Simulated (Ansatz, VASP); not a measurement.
Si3F4 in VASP and in Ansatz

```
Si F
1.0
     0.00000    3.83057    3.83057
     3.83057    0.00000    3.83057
     3.83057    3.83057    0.00000
Si F
3 4
Direct
  0.25000 0.25000 0.25000
  0.00000 0.00000 0.00000
  0.50000 0.50000 0.50000
  0.88079 0.35763 0.88079
  0.88079 0.88079 0.88079
  0.35763 0.88079 0.88079
  0.88079 0.88079 0.35763
```

Alike in both runs: task single point; functional PBE; k mesh 4 × 4 × 4; occupations gaussian, width 0.1 eV; collinear spin.

```csv
,VASP,Ansatz
version,VASP 6.6.1,Ansatz 0.2.0
potentials or method,"VASP PAW PBE potentials, release 64 (Si, F)","scalar-relativistic, plane waves, PAW"
plane-wave cutoff (eV),520,420
valence electrons in the cell,40,40
```

Ansatz gave:

| Item | Value |
| --- | --- |
| gap on the k mesh at the Fermi level (eV) | none |
| pressure (GPa) | -0.1 |
| rms of the force components (eV/Å) | 0.002 |
| net moment per atom (μB) | 0.00 |

**Question.** Which values does VASP return?

**Answer.** gap on the k mesh at the Fermi level (eV): none; pressure (GPa): 0.4; rms of the force components (eV/Å): 0.106; net moment per atom (μB): 0.00.

Atom by atom the forces differ by 0.108 eV/Å (rms over components). A gap of «none» marks a metal or a gap that the smearing closes. One of these differences is far larger than is usual between the two programs; its cause wasn't traced. The functional is the same, so the differences come from potentials, cutoffs and numerics. Ansatz warned: «seeded_moment_not_kept».
